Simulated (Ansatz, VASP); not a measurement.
## Cross-check of Zr (Zirconium) between VASP and Ansatz

Aim: how closely do two programs agree when they are given the same cell, functional and k mesh? The cell is taken from a series of runs on this material, whose earlier steps may have relaxed, scaled, displaced or heated it; both programs get it as it stands.

Method: plane waves, with VASP 6.6.1 beside it; zone-centre phonons at PBEsol, in Ansatz 0.2.0.

## (1) The structure

Symmetry: P6_3/mmc, No. 194, hexagonal system. The conventional cell has a = 3.161 Å, b = 3.161 Å, c = 5.220 Å, α = 90.00°, β = 90.00°, γ = 120.00°. Nearest to Zr lie 12 Zr at 3.16 to 3.19 Å.

## (2) Ansatz: zone-centre phonons, PBEsol, pair 1

Ansatz runs on its PAW soft_1 files.

Second derivatives magnify differences that forces hide, and they need a tight electronic threshold.

input.yaml reads:

```yaml
crystal:
  lattice:
    - [3.1614551786, 0.0, 0.0]
    - [-1.5807275893, 2.7379004976, 0.0]
    - [0.0, 0.0, 5.2202489632]
  atoms:
    - { symbol: Zr, position: [0.3333333532, 0.6666666468, 0.25] }
    - { symbol: Zr, position: [0.6666666468, 0.3333333532, 0.75] }
kpoints:
  mp_grid: { grid: [15, 15, 8] }
hamiltonian:
  xc: pbesol
  pseudopotentials: { kind: paw, azcp: { folder: soft_1 }, xc_functional: pbe }
scf:
  occupations: { method: methfessel_paxton, width: 0.2 }
output:
  eigenvalues: true
phonons:
  method: dfpt
```

The run is started by

```bash
ansatz run input.yaml --threads 4 --pin off --max-ram 10240MiB --backend cpu --events-out ev --progress --plain --runs-dir out
```

Numbers of over 12 decimals in the logs are rounded to 6 here.

Output:

```text
zone centre: on kpoints.mp_grid the ground state, and the responses unless they are solved on pairs of k-points, stand on 320 of the mesh's 1800 k-points, reduced under 4 symmetry operations, with k and −k counted as one. Each operation leaves every solved displacement unchanged or reverses it
Engine: ansatz 0.2.0, aarch64-unknown-linux-gnu
Pseudopotentials: kind: paw
Pseudopotential: Zr, paw, valence charge 12, recommended cutoff 420 eV (normal), soft_1/Zr.paw.azcp
Functional definition: PBEsol
  exchange = pbesol_x
  correlation = pbesol_c
Crystal: 2 atoms, lattice volume = 45.185 Å³
Basis set: ecut = 420 eV, 881 PW (Γ), exchange–correlation on 48×48×72 points (8 copies of the dense FFT grid, shifted against one another)
Bands: 16, of which v1, the nominal top of the filled ones, is band 12 counted from 1 (11 counted from 0)
Symmetry: 24 space group operations
k-points: 320 of 1800 (irreducible under 4 space group operations, time reversal used)
Non-local potential: Zr, projectors of the file, l = 0: 3, l = 1: 2, l = 2: 2, l = 3: 1
PAW form: soft (Blöchl's): semilocal exchange-correlation on the pseudo side does not see the compensation charge
PAW frozen core: Zr, regenerated for the run's functional, and the local potential with it (the file was generated under x = pbe(κ = 0.804, μ = 0.219515), c = pbe(β = 0.066725))
PAW one-centre angular grid: Zr, 590 points (default); XC on 64 Gauss nodes
Initial density: superposition of atomic densities (chi_scale 0.1, normalization cell)
Initial wavefunctions: pseudopotential atomic-orbital guess
Functional: x = pbesol(κ = 0.804, μ = 0.123457), c = pbesol(β = 0.046)
SCF iter   1: F=—  HF=-8257.504112 eV  |F-HF|=—  |Δ(HF+E_count)|=         —  Δρ=2.99e-2  dr2=5.12e-1  ethr=3.10e-3  ⟨swp⟩=5.1  Hψ=47166  notcnv=0
automatic band count: the SCF goes on with 20 bands, as 16 were too few: they end inside the smearing window of the response
preconditioner: auto → Kerker (q_TF=auto, 2.455 Å⁻¹)  [metal: Δε(μ)=0.005 eV  Ē_g=5.279 eV  σ=0.200 eV  W_gap=0.02  n_scr=10 (ndim 8)  ℏωp=15.6 eV  f_vac=0.000  D(μ)=1.96/eV (n_scr^D=22)]
SCF iter   2: F=—  HF=-8257.375534 eV  |F-HF|=—  |Δ(HF+E_count)|=   1.29e-1  S|Δr|=    0.00e0  Δρ=1.84e-2  dr2=1.89e-1  ethr=2.13e-3  ⟨swp⟩=1.8  Hψ=9748  notcnv=0  defer=100
SCF iter   3: F=—  HF=-8257.309256 eV  |F-HF|=—  |Δ(HF+E_count)|=   6.63e-2  S|Δr|=    0.00e0  Δρ=1.98e-3  dr2=1.06e-3  ethr=7.88e-4  ⟨swp⟩=3.0  Hψ=11650  notcnv=0  defer=100
SCF iter   4: F=—  HF=-8257.309245 eV  |F-HF|=—  |Δ(HF+E_count)|=   1.13e-5  S|Δr|=    0.00e0  Δρ=2.85e-4  dr2=2.10e-5  ethr=4.43e-6  ⟨swp⟩=2.0  Hψ=9669  notcnv=0  defer=100
SCF iter   5: F=—  HF=-8257.309248 eV  |F-HF|=—  |Δ(HF+E_count)|=   3.21e-6  S|Δr|=    0.00e0  Δρ=3.20e-5  dr2=2.80e-7  ethr=8.74e-8  ⟨swp⟩=1.0  Hψ=5880  notcnv=0  defer=100
SCF iter   6: F=—  HF=-8257.309247 eV  |F-HF|=—  |Δ(HF+E_count)|=   5.53e-7  S|Δr|=    0.00e0  Δρ=6.59e-6  dr2=1.76e-8  ethr=1.17e-9  ⟨swp⟩=2.4  Hψ=9109  notcnv=0  defer=368
SCF iter   7: F=—  HF=-8257.309247 eV  |F-HF|=—  |Δ(HF+E_count)|=   1.84e-9  S|Δr|=    0.00e0  Δρ=1.01e-6  dr2=4.68e-10  ethr=7.32e-11  ⟨swp⟩=1.3  Hψ=6096  notcnv=0  defer=368
SCF iter   8: F=—  HF=-8257.309247 eV  |F-HF|=—  |Δ(HF+E_count)|=  1.16e-10  S|Δr|=    0.00e0  Δρ=2.09e-7  dr2=1.30e-11  ethr=1.95e-12  ⟨swp⟩=2.0  Hψ=6703  notcnv=0  defer=368
SCF iter   9: F=-8257.309247 eV  HF=-8257.309247 eV  |F-HF|=3.64e-12  |Δ(HF+E_count)|=    0.00e0  S|Δr|=    0.00e0  Δρ=2.71e-8  dr2=1.22e-13  ethr=1.00e-12  ⟨swp⟩=9.9  Hψ=26517  notcnv=0
SCF 1 converged in 9 iterations: F = -8257.309247 eV  dr2 = 1.22e-13
  greatest PAW one-centre occupation: 0.996 electrons in one spin orbital (limit 2), on the Zr atom at site 1 (counted from 0), in its partial waves of l = 0
DFPT response loops at Γ: preconditioner auto → Kerker (q_TF=auto, 2.455 Å⁻¹) (partly filled bands, converged f_vac=0.000); β = 1.00, the filter's whole step (`scf.mixing.beta` (0.50) is not read by the response loops under this deck's `scf.mixing.preconditioner`; to damp them name `kerker` or `kerker_dos`, under which they read `scf.mixing.beta`, and type it under 1.00, their step now; both keys bind the ground state too); Broyden in place of MSR1
SCF converged after 9 iterations
Stability not checked: this state was not tested for a lower state beside it, because cold or Methfessel-Paxton smearing, or corrected tetrahedra, fill the levels in a way that the test cannot read (fill_not_monotonic; see scf.lower_state_search)
Free energy (F): -8257.309247 eV
Harris-Foulkes:  -8257.309247 eV  (|F-HF|=3.64e-12)
Internal energy: -8257.311365 eV  (E = F + TS)
E sigma→0 (E₀):  -8257.309777 eV
Entropy (-TS):   0.002118 eV (1.059 meV/atom)
Fermi energy:    14.335220 eV
Step filling:    the computed levels leave a gap of 0.0144 eV = 0.1 smearing widths at the electron count; against every level under it full and every level over it empty, smearing changes F+E_penalty+E_count by +0.689 meV and its σ→0 estimate by +0.159 meV
--- Per-component energies (eV) ---
  E_band       = -183.548979
  E_kinetic    = 632.343991
  E_local      = -1182.630821  (includes V_loc(G=0)·N_el)
  E_nonlocal   = 153.867531
  E_hartree    = 384.063745
  E_xc         = -307.049351
  E_vxc        = -364.446581  (∫ρ·V_xc dr)
  E_paw        = -5819.831261  (= ΣΔE_a)
  E_vpaw       = -190.810548  (= ΣTr[D̂ρ^β])
  E_aug_tail   = -0.000050  (compensation charges beyond the density's cutoff)
  E_ewald      = -2118.406591
  E_core_change = 0.331442  (= ΣΔE_core)
  E_smearing   = 0.002118  (= −TS)
  E_closure    = 0.000000  (closes the sum)
  Σ components = -8257.309247   (vs F -8257.309247, Δ=0.00e0)
--- Band table (eV; the first three rows and the last of 320) ---
  k-point 0: bands = [... 8 lower, 8.6169, 11.1996, 15.0436, 15.2595, 15.2595, 15.3491, 15.8993, 15.8993, ... 4 higher]
  k-point 1: bands = [... 8 lower, 8.7457, 11.1857, 14.9522, 15.1199, 15.2121, 15.2121, 15.8174, 15.8174, ... 4 higher]
  k-point 2: bands = [... 8 lower, 9.1142, 11.0952, 14.6326, 14.7126, 15.1404, 15.1404, 15.6193, 15.6193, ... 4 higher]
  k-point 319: bands = [... 8 lower, 12.0087, 12.0087, 13.6503, 13.6503, 14.3997, 14.3997, 16.2199, 16.2199, ... 4 higher]
--- Phonons (Γ-DFPT): 2 representative perturbations + reference, on 320 of 1800 k-points (Σ response iterations 6) ---
  k mesh reduced under 4 symmetry operations, with k and −k counted as one. Each operation leaves every solved displacement unchanged or reverses it
  ASR residual: 1.715e-5 → 0.000e0 eV/Å²; symmetrization residual: 7.238e-14 eV/Å²
  ASR residual per site (eV/Å²): 1.72e-5 1.72e-5
  Γ frequencies (cm⁻¹): 0.00 0.00 0.00 62.65 62.65 159.66
  non-analytic LO–TO correction: not included (Born effective charges unavailable; polar crystals: no LO–TO splitting at Γ)
```

## (3) VASP: zone-centre phonons, PBEsol, pair 1

The same cell, functional, mesh and smearing now go to VASP, with its own data sets.

Lines of VASP's logs that name or quote its potential files are left out, and so is its time.

INCAR reads:

```
SYSTEM = Zr
PREC = Accurate
ENCUT = 500
EDIFF = 1E-08
NELM = 120
ISMEAR = 1
SIGMA = 0.2
LREAL = .FALSE.
ALGO = Normal
GGA = PS
NBANDS = 18
LASPH = .TRUE.
LORBIT = 11
LWAVE = .FALSE.
LCHARG = .FALSE.
ISIF = 2
IBRION = 8
GGA_COMPAT = .FALSE.
KPAR = 2
```

POSCAR reads:

```
Zr
1.0
    3.1614551786      0.0000000000      0.0000000000
   -1.5807275893      2.7379004976      0.0000000000
    0.0000000000      0.0000000000      5.2202489632
Zr
2
Direct
    0.3333333532      0.6666666468      0.2500000000
    0.6666666468      0.3333333532      0.7500000000
```

KPOINTS reads:

```
Automatic mesh
0
Gamma
15 15 8
0 0 0
```

The projector-augmented-wave data sets are Zr_sv (PBE family, release 64).

The run is started by

```bash
mpirun -np 2 vasp_std
```

Output:

```text
[banner, memory and clock lines left out]
running    2 mpi-ranks, on    1 nodes
 distrk:  each k-point on    1 cores,    2 groups
 distr:  one band on    1 cores,    1 groups

 POSCAR found type information on POSCAR Zr
 POSCAR found :  1 types and       2 ions
|                                                                             |
|               ----> ADVICE to this user running VASP <----                  |
|                                                                             |
|     You enforced a specific xc type in the INCAR file but a different       |
|     [... a line on the potential file left out ...]
|     I HOPE YOU KNOW WHAT YOU ARE DOING!                                     |
|                                                                             |

 LDA part: xc-table for (Slater+PW92), standard interpolation
 POSCAR, INCAR and KPOINTS ok, starting setup
 FFT: planning ... GRIDC
 FFT: planning ... GRID_SOFT
 FFT: planning ... GRID
 WAVECAR not read
 entering main loop
       N       E                     dE             d eps       ncg     rms          rms(c)
DAV:   1     0.211424298629E+03    0.21142E+03   -0.13174E+04  4860   0.129E+03
DAV:   2    -0.350872206070E+01   -0.21493E+03   -0.21177E+03  5734   0.378E+02
DAV:   3    -0.185775106066E+02   -0.15069E+02   -0.14931E+02  8804   0.727E+01
DAV:   4    -0.189281578992E+02   -0.35065E+00   -0.35029E+00  5704   0.116E+01
DAV:   5    -0.189397792227E+02   -0.11621E-01   -0.11617E-01  7324   0.141E+00    0.159E+01
DAV:   6    -0.182816142567E+02    0.65816E+00   -0.98954E-01  5248   0.779E+00    0.639E+00
DAV:   7    -0.181503154704E+02    0.13130E+00   -0.65023E-01  7094   0.543E+00    0.114E+00
DAV:   8    -0.181544795066E+02   -0.41640E-02   -0.36226E-02  6332   0.154E+00    0.285E-01
DAV:   9    -0.181547763903E+02   -0.29688E-03   -0.16086E-03  6278   0.377E-01    0.286E-02
DAV:  10    -0.181547500400E+02    0.26350E-04   -0.50155E-05  7152   0.411E-02    0.246E-02
DAV:  11    -0.181547515977E+02   -0.15577E-05   -0.94036E-06  5360   0.357E-02    0.196E-03
DAV:  12    -0.181547515874E+02    0.10362E-07   -0.41156E-07  6554   0.446E-03    0.210E-03
DAV:  13    -0.181547513705E+02    0.21685E-06   -0.32382E-08  4646   0.141E-03    0.856E-04
DAV:  14    -0.181547513132E+02    0.57282E-07   -0.77570E-09  3016   0.102E-03    0.164E-04
DAV:  15    -0.181547513181E+02   -0.48399E-08   -0.77063E-10  2868   0.258E-04
   1 F= -.18154751E+02 E0= -.18155454E+02  d E =0.210708E-02
 Linear response reoptimize wavefunctions to high precision
DAV:   1    -0.181547513149E+02    0.31819E-08   -0.40016E-10  2942   0.185E-04
DAV:   2    -0.181547513149E+02   -0.47748E-10   -0.14418E-10  2836   0.747E-05
 Linear response DOF=           2
 Linear response progress:
  Degree of freedom:   1/  2
       N       E                     dE             d eps       ncg     rms          rms(c)
RMM:   1    -0.669414465760E+00   -0.66941E+00    0.27325E+00 21969   0.133E+01
RMM:   2    -0.620833574308E+00    0.48581E-01   -0.23643E-01 32785   0.267E+00    0.242E-01
RMM:   3    -0.622259188226E+00   -0.14256E-02   -0.37814E-02 40325   0.954E-01    0.797E-02
RMM:   4    -0.624487385294E+00   -0.22282E-02   -0.49260E-03 48855   0.348E-01    0.255E-02
RMM:   5    -0.625069886453E+00   -0.58250E-03   -0.94563E-04 49018   0.150E-01    0.175E-02
RMM:   6    -0.625111387478E+00   -0.41501E-04   -0.31667E-04 52702   0.669E-02    0.185E-02
RMM:   7    -0.625022331851E+00    0.89056E-04   -0.77768E-05 47925   0.384E-02    0.758E-03
RMM:   8    -0.624978126462E+00    0.44205E-04   -0.32975E-05 51097   0.192E-02    0.699E-03
RMM:   9    -0.624972521937E+00    0.56045E-05   -0.12126E-05 51933   0.104E-02    0.469E-03
RMM:  10    -0.624963143996E+00    0.93779E-05   -0.57425E-06 50222   0.750E-03    0.133E-03
RMM:  11    -0.624963322932E+00   -0.17894E-06   -0.46734E-06 53363   0.459E-03    0.507E-04
RMM:  12    -0.624966608945E+00   -0.32860E-05   -0.25724E-06 53284   0.308E-03    0.203E-04
RMM:  13    -0.624966202685E+00    0.40626E-06   -0.12917E-06 52912   0.215E-03    0.399E-05
RMM:  14    -0.624966134907E+00    0.67777E-07   -0.84968E-07 53682   0.162E-03    0.181E-05
[...]
RMM:  30    -0.624964932814E+00   -0.25100E-07    0.17991E-07 52116   0.332E-04    0.120E-05
RMM:  31    -0.624964924756E+00    0.80589E-08    0.17196E-07 50273   0.319E-04    0.134E-05
RMM:  32    -0.624964915456E+00    0.92998E-08    0.16157E-07 50962   0.308E-04    0.147E-05
RMM:  33    -0.624964926401E+00   -0.10945E-07    0.15110E-07 49608   0.298E-04    0.171E-05
RMM:  34    -0.624964928757E+00   -0.23563E-08    0.14190E-07 49142   0.290E-04    0.187E-05
RMM:  35    -0.624964930444E+00   -0.16868E-08    0.13564E-07 48966   0.282E-04    0.201E-05
RMM:  36    -0.624964930559E+00   -0.11512E-09    0.12719E-07 48956   0.275E-04    0.214E-05
RMM:  37    -0.624964929007E+00    0.15520E-08    0.12147E-07 48868   0.268E-04    0.224E-05
 first order change of Fermi-energy   0.15191E-04
 force on displaced ion       1 direction 1 :  -0.665   0.000   0.000
 Linear response progress:
  Degree of freedom:   2/  2
       N       E                     dE             d eps       ncg     rms          rms(c)
RMM:   1    -0.799396302351E+00   -0.79940E+00    0.29502E+00  7547   0.134E+01
RMM:   2    -0.750908268206E+00    0.48488E-01   -0.25816E-01 11196   0.272E+00    0.259E-01
RMM:   3    -0.754347248471E+00   -0.34390E-02   -0.45903E-02 13541   0.971E-01    0.876E-02
RMM:   4    -0.757039818466E+00   -0.26926E-02   -0.59169E-03 15385   0.355E-01    0.313E-02
RMM:   5    -0.757309441924E+00   -0.26962E-03   -0.62370E-04 16564   0.150E-01    0.214E-02
RMM:   6    -0.757175496018E+00    0.13395E-03    0.49724E-04 16867   0.664E-02    0.133E-02
RMM:   7    -0.757116034603E+00    0.59461E-04    0.13061E-04 16929   0.356E-02    0.538E-03
RMM:   8    -0.757127036758E+00   -0.11002E-04   -0.18450E-05 16767   0.201E-02    0.150E-03
RMM:   9    -0.757105935078E+00    0.21102E-04   -0.43332E-06 17457   0.111E-02    0.381E-04
RMM:  10    -0.757108840083E+00   -0.29050E-05   -0.59399E-06 17710   0.645E-03    0.298E-04
RMM:  11    -0.757109313589E+00   -0.47351E-06   -0.81881E-06 17582   0.392E-03    0.151E-04
RMM:  12    -0.757111696856E+00   -0.23833E-05   -0.14570E-05 17358   0.284E-03    0.763E-05
RMM:  13    -0.757111663451E+00    0.33405E-07   -0.86673E-06 17586   0.207E-03    0.582E-05
RMM:  14    -0.757111352934E+00    0.31052E-06   -0.29667E-06 16918   0.162E-03    0.295E-05
RMM:  15    -0.757111404662E+00   -0.51729E-07   -0.42069E-06 17286   0.129E-03    0.346E-05
RMM:  16    -0.757111404946E+00   -0.28308E-09   -0.31568E-06 18016   0.105E-03    0.479E-05
RMM:  17    -0.757111396315E+00    0.86309E-08   -0.20225E-06 17337   0.871E-04    0.767E-05
RMM:  18    -0.757111560489E+00   -0.16417E-06   -0.27243E-06 17446   0.739E-04    0.782E-05
RMM:  19    -0.757111515174E+00    0.45315E-07   -0.20766E-06 17101   0.639E-04    0.938E-05
RMM:  20    -0.757111547638E+00   -0.32464E-07   -0.18249E-06 15892   0.568E-04    0.805E-05
 first order change of Fermi-energy  -0.14081E-03
 force on displaced ion       1 direction 3 :   0.000  -0.000  -4.305
 Linear response finished
```

OUTCAR, selected parts (step 3):

```text
ion  position               nearest neighbor table
   1  0.333  0.667  0.250-   2 3.19   2 3.19   2 3.19   2 3.19   2 3.19   2 3.19
   2  0.667  0.333  0.750-   1 3.19   1 3.19   1 3.19   1 3.19   1 3.19   1 3.19

  LATTYP: Found a hexagonal cell.
 ALAT       =     3.1614551786
 C/A-ratio  =     1.6512171352

 Subroutine GETGRP returns: Found 24 space group operations
 (whereof 12 operations were pure point group operations)

The static configuration has the point symmetry D_3d.
 The point group associated with its full space group is D_6h.

 Found    135 irreducible k-points:

   k-points           NKPTS =    135   k-points in BZ     NKDIM =    135   number of bands    NBANDS=     18

   dimension x,y,z NGX =    24 NGY =   24 NGZ =   40
   dimension x,y,z NGXF=    48 NGYF=   48 NGZF=   80

   ENCUT  =  500.0 eV  36.75 Ry    6.06 a.u.   5.76  5.76  9.52*2*pi/ulx,y,z

   NELECT =      24.0000    total number of electrons

 k-points in reciprocal lattice and weights: Automatic mesh
   0.00000000  0.00000000  0.00000000       0.001
   0.06666667  0.00000000  0.00000000       0.003
   0.13333333  0.00000000  0.00000000       0.003
   0.20000000  0.00000000  0.00000000       0.003
   0.26666667  0.00000000  0.00000000       0.003
   0.33333333  0.00000000  0.00000000       0.003
   0.40000000  0.00000000  0.00000000       0.003
   0.46666667  0.00000000  0.00000000       0.003
   0.06666667  0.06666667  0.00000000       0.003
[...]
0.33333333  0.26666667  0.50000000       0.007
   0.33333333  0.33333333  0.50000000       0.001

 average (electrostatic) potential at core
       1 -74.0112       2 -74.0112

  Total        0.0120572      0.0120572     -0.6422881      0.0000000     -0.0000000      0.0000000
  in kB        0.4275238      0.4275238    -22.7742761      0.0000000     -0.0000000      0.0000000
  external PRESSURE =      -7.3064095 kB  Pullay stress =       0.0000000 kB

  energy-cutoff  :      500.00
  volume of cell :       45.19
      direct lattice vectors                 reciprocal lattice vectors
     3.161455179  0.000000000  0.000000000     0.316310036  0.182621684  0.000000000
    -1.580727589  2.737900498  0.000000000     0.000000000  0.365243368  0.000000000
     0.000000000  0.000000000  5.220248963     0.000000000  0.000000000  0.191561745

 POSITION                                       TOTAL-FORCE (eV/Angst)
 -----------------------------------------------------------------------------------
      0.00000      1.82527      1.30506        -0.000000      0.000000      0.000000
      1.58073      0.91263      3.91519         0.000000     -0.000000      0.000000
 -----------------------------------------------------------------------------------
    total drift:                               -0.000058      0.000033     -0.000001

 Eigenvectors and eigenvalues of the dynamical matrix
 ----------------------------------------------------

   1 f  =    4.802585 THz    30.175530 2PiTHz  160.196982 cm-1    19.861885 meV
             X         Y         Z           dx          dy          dz
      0.000000  1.825267  1.305062     0.000000   -0.000000    0.707107
      1.580727  0.912634  3.915187    -0.000000    0.000000   -0.707107

   2 f  =    1.887333 THz    11.858465 2PiTHz   62.954665 cm-1     7.805380 meV
             X         Y         Z           dx          dy          dz
      0.000000  1.825267  1.305062    -0.000000    0.707107   -0.000000
      1.580727  0.912634  3.915187     0.000000   -0.707107   -0.000000

   3 f  =    1.887333 THz    11.858465 2PiTHz   62.954665 cm-1     7.805380 meV
             X         Y         Z           dx          dy          dz
      0.000000  1.825267  1.305062     0.707107    0.000000   -0.000000
      1.580727  0.912634  3.915187    -0.707107   -0.000000    0.000000

   4 f  =    0.000000 THz     0.000000 2PiTHz    0.000000 cm-1     0.000000 meV
             X         Y         Z           dx          dy          dz
      0.000000  1.825267  1.305062    -0.707107   -0.000000    0.000000
      1.580727  0.912634  3.915187    -0.707107    0.000000    0.000000

   5 f/i=    0.000000 THz     0.000000 2PiTHz    0.000000 cm-1     0.000000 meV
             X         Y         Z           dx          dy          dz
      0.000000  1.825267  1.305062    -0.000000   -0.651799   -0.274151
      1.580727  0.912634  3.915187     0.000000   -0.651799   -0.274151

   6 f/i=    0.000000 THz     0.000000 2PiTHz    0.000001 cm-1     0.000000 meV
             X         Y         Z           dx          dy          dz
      0.000000  1.825267  1.305062    -0.000000   -0.274151    0.651799
      1.580727  0.912634  3.915187    -0.000000   -0.274151    0.651799

 ELASTIC MODULI CONTR FROM IONIC RELAXATION (kBar)
 Direction    XX          YY          ZZ          XY          YZ          ZX
 --------------------------------------------------------------------------------
 XX         -55.4406     55.4406      0.0000      0.0000      0.0000      0.0000
 YY          55.4406    -55.4406     -0.0000      0.0000      0.0000     -0.0000
 ZZ           0.0000     -0.0000     -0.0000     -0.0000      0.0000     -0.0000
 XY           0.0000      0.0000     -0.0000    -55.4406      0.0000     -0.0000
 YZ           0.0000      0.0000      0.0000      0.0000      0.0000      0.0000
 ZX           0.0000     -0.0000     -0.0000     -0.0000      0.0000     -0.0000
 --------------------------------------------------------------------------------
```

(Part 1 of 2 ends here.)

[Lines on the potential files, build, host, timing and source positions are cut from VASP's logs without a mark.]

[Logs are printed without paths, hosts, clocks, repeated set-up lines and the standing remarks that a program may print on its own settings, such as how far it seeks lower states.]

[Hosts, paths, dates, database ids (printed as entryN), source tags and the programs' standing remarks are cut or masked in the printed files.]
